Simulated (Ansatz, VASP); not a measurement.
# Two plane-wave programs on La3LuO2

```
La Lu O
1.0
     4.39388    0.00000    0.00000
     0.00000    4.39388    0.00000
     0.00000    0.00000    9.25930
La Lu O
3 1 2
Direct
  0.50000 0.00000 0.93341
  0.00000 0.50000 0.93341
  0.00000 0.00000 0.34546
  0.50000 0.50000 0.57616
  0.50000 0.50000 0.36420
  0.00000 0.00000 0.84735
```

Change from the starting cell: species swapped into the Zr2P3S type (P4mm, No. 99).

Alike in both runs: functional PBE; k mesh 4 × 4 × 2; occupations gaussian, width 0.1 eV; no spin polarisation.

Ansatz relaxed the structure, and its values are those at the end. VASP's run is a single point on that final structure, the one shown.

|  | VASP | Ansatz |
| --- | --- | --- |
| version | VASP 6.6.1 | Ansatz 0.2.0 |
| potentials or method | VASP PAW PBE potentials, release 64 (La, Lu, O) | scalar-relativistic, plane waves, PAW |
| plane-wave cutoff (eV) | 520 | 420 |
| valence electrons in the cell | 70 | 70 |

|  | VASP | Ansatz | Ansatz less VASP |
| --- | --- | --- | --- |
| gap on the k mesh at the Fermi level (eV) | none | none | - |
| pressure (GPa) | 0.1 | 0.0 | -0.04 |
| rms of the force components (eV/Å) | 0.066 | 0.001 | -0.0658 |

A gap of «none» marks a metal or a gap that the smearing closes. The functional is the same, so the differences come from potentials, cutoffs and numerics.

Spin-orbit coupling is left out, which matters for the levels of La, Lu.
